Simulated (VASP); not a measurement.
OSZICAR of a VASP run on CdTe (zinc blende):

File OSZICAR:
```
       N       E                     dE             d eps       ncg     rms          rms(c)
DAV:   1     0.104911228015E+03    0.10491E+03   -0.85258E+03   424   0.121E+03
DAV:   2    -0.982453216828E+00   -0.10589E+03   -0.10246E+03   466   0.278E+02
DAV:   3    -0.502664418450E+01   -0.40442E+01   -0.40385E+01   516   0.572E+01
DAV:   4    -0.506458982245E+01   -0.37946E-01   -0.37942E-01   584   0.494E+00
DAV:   5    -0.506469464385E+01   -0.10482E-03   -0.10482E-03   481   0.246E-01    0.570E+00
DAV:   6    -0.483457788146E+01    0.23012E+00   -0.51507E-01   466   0.982E+00    0.463E+00
DAV:   7    -0.481923656991E+01    0.15341E-01   -0.11900E-01   471   0.261E+00    0.188E+00
DAV:   8    -0.481960672990E+01   -0.37016E-03   -0.10995E-02   421   0.147E+00    0.496E-01
DAV:   9    -0.481985578075E+01   -0.24905E-03   -0.90930E-04   479   0.364E-01    0.138E-01
DAV:  10    -0.481992425198E+01   -0.68471E-04   -0.13431E-04   446   0.109E-01    0.665E-02
DAV:  11    -0.481996696875E+01   -0.42717E-04   -0.89328E-05   439   0.712E-02    0.358E-02
DAV:  12    -0.481996488860E+01    0.20801E-05   -0.54866E-06   486   0.215E-02    0.189E-02
DAV:  13    -0.481996477800E+01    0.11060E-06   -0.66338E-07   298   0.479E-03
   1 F= -.48199648E+01 E0= -.48199648E+01  d E =-.481996E+01
       N       E                     dE             d eps       ncg     rms          rms(c)
DAV:   1    -0.591827318247E+01   -0.10983E+01   -0.23414E+01   456   0.651E+01    0.947E+00
DAV:   2    -0.499227724854E+01    0.92600E+00   -0.22676E+00   436   0.256E+01    0.311E+00
DAV:   3    -0.487731647243E+01    0.11496E+00   -0.24546E-01   436   0.585E+00    0.278E+00
DAV:   4    -0.485456658613E+01    0.22750E-01   -0.33804E-02   451   0.127E+00    0.619E-01
DAV:   5    -0.485359994642E+01    0.96664E-03   -0.21207E-03   434   0.499E-01    0.288E-01
DAV:   6    -0.485357661411E+01    0.23332E-04   -0.88226E-04   441   0.287E-01    0.641E-02
DAV:   7    -0.485360073283E+01   -0.24119E-04   -0.11576E-04   491   0.146E-01    0.251E-02
DAV:   8    -0.485361962636E+01   -0.18894E-04   -0.32259E-05   436   0.526E-02    0.635E-03
DAV:   9    -0.485362136300E+01   -0.17366E-05   -0.62486E-06   491   0.342E-02    0.354E-03
DAV:  10    -0.485362174169E+01   -0.37869E-06   -0.56029E-07   308   0.586E-03
   2 F= -.48536217E+01 E0= -.48536217E+01  d E =-.336570E-01
       N       E                     dE             d eps       ncg     rms          rms(c)
DAV:   1    -0.490608902899E+01   -0.52468E-01   -0.10408E+00   461   0.131E+01    0.160E+00
DAV:   2    -0.486106873912E+01    0.45020E-01   -0.12642E-01   451   0.543E+00    0.506E-01
DAV:   3    -0.485652800525E+01    0.45407E-02   -0.11635E-02   431   0.112E+00    0.414E-01
DAV:   4    -0.485594870167E+01    0.57930E-03   -0.11037E-03   451   0.275E-01    0.822E-02
DAV:   5    -0.485592470734E+01    0.23994E-04   -0.12994E-04   431   0.148E-01    0.531E-02
DAV:   6    -0.485593234012E+01   -0.76328E-05   -0.36360E-05   421   0.634E-02    0.151E-02
DAV:   7    -0.485593133913E+01    0.10010E-05   -0.19775E-06   361   0.162E-02    0.465E-03
DAV:   8    -0.485593187988E+01   -0.54075E-06   -0.78413E-07   313   0.709E-03
   3 F= -.48559319E+01 E0= -.48559319E+01  d E =-.359671E-01
```

Task: Which electronic solver shows in the log?

Result: It is blocked Davidson (ALGO = Normal, or the opening steps of other solvers). The INCAR had ALGO = Normal.

Task: Can the final energy be trusted as converged?

Result: The calculation finished and met its thresholds. It stopped with EDIFF = 1E-6, NELM = 100, NSW = 60 and EDIFFG = -0.01 after 3 ionic steps (PW91 GGA, plane waves, VASP's PBE PAW potentials (set 64)). Energy and stress use the plane-wave basis of the starting cell.

The compound is CdTe in the zinc blende structure. This run relaxes it. Symmetry was kept, so distortions that lower it aren't found.
